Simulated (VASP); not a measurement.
A run of VASP 6.6.1:

The input INCAR:

```
PREC = Accurate
ENCUT = 520
EDIFF = 1E-7
ISMEAR = -1
SIGMA = 0.05
LREAL = F
LASPH = T
NELM = 100
ALGO = Normal
ISIF = 2
LWAVE = F
LCHARG = F
GGA = PE
NBANDS = 20
```

The input KPOINTS:

```
regular mesh
0
Gamma
  8 8 8
```

The input POSCAR:

```
GaSn
1.0
    0.0000000000      2.9028814200      3.0982155700
    2.7292512900      0.0000000000      3.0982155700
    2.7292512900      2.9028814200      0.0000000000
Ga Sn
1 1
Direct
    0.5000000000      0.5000000000      0.5000000000
    0.0000000000      0.0000000000      0.0000000000
```

Potentials or basis: VASP PAW PBE potentials, release 64 (Ga_d, Sn_d).

The run is started by

```console
$ cat potpaw_PBE.64/Ga_d/POTCAR potpaw_PBE.64/Sn_d/POTCAR > POTCAR
$ mpirun -np 1 vasp_std > vasp.out
```

Hardware: 1 thread of Intel(R) Xeon(R) Platinum 8488C (Sapphire Rapids), on a shared host.

**Question.** Estimate the wall time of this run.

**Answer.** Run time: 51 s on 1 thread of Intel(R) Xeon(R) Platinum 8488C (Sapphire Rapids) (shared host), peak memory 0.24 GiB. Counts: scf iterations 13, k points 95.
